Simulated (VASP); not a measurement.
An input for Ansatz (written as the equivalent of a VASP run, and not itself run):

Ansatz 0.2 input:
```yaml
crystal:
  lattice:
    - [0.0000000, 2.4400000, 2.4400000]
    - [2.4400000, 0.0000000, 2.4400000]
    - [2.4400000, 2.4400000, 0.0000000]
  atoms:
    - { symbol: Na, position: [0.0000000, 0.0000000, 0.0000000] }
    - { symbol: H, position: [0.5000000, 0.5000000, 0.5000000] }
kpoints:
  mp_grid: { grid: [7, 7, 7] }
hamiltonian:
  xc: pbe
  pseudopotentials: { kind: paw }
scf:
  occupations: { method: gaussian, width: 0.05 }
  max_iter: 100
output: { forces: true, stress: true, eigenvalues: true }
```

**Question.** Translate this input to VASP (INCAR, KPOINTS, POSCAR, choice of POTCAR).

**Answer.** This is not unique; one that fits is 
**KPOINTS**
```
Regular mesh
0
Gamma
  7 7 7
0 0 0
```

### POSCAR
```
NaH
1
    0.0000000000     2.4400000000     2.4400000000
    2.4400000000     0.0000000000     2.4400000000
    2.4400000000     2.4400000000     0.0000000000
Na H
1 1
Direct
  0.0000000000   0.0000000000   0.0000000000
  0.5000000000   0.5000000000   0.5000000000
```

### INCAR
```
SYSTEM = NaH
PREC = Accurate
ENCUT = 400
EDIFF = 1E-6
NELM = 100
ALGO = Normal
LREAL = .FALSE.
LASPH = .TRUE.
ISMEAR = 0
SIGMA = 0.05
GGA = PE
LWAVE = .FALSE.
LCHARG = .FALSE.
ISIF = 2
```

POTCAR, in this order: Na_pv H (PBE.64 set). Program: vasp_std.

What does not carry over: each code has its own PAW files, so the cut-off isn't converted (ENCUT is set for VASP's; basis.ecutwfc is left out, and Ansatz then takes the one that its files recommend); Ansatz stops its SCF on the density residual and VASP on the energy change (EDIFF).

The compound is NaH in the rock salt structure. The cell was not relaxed at this level.
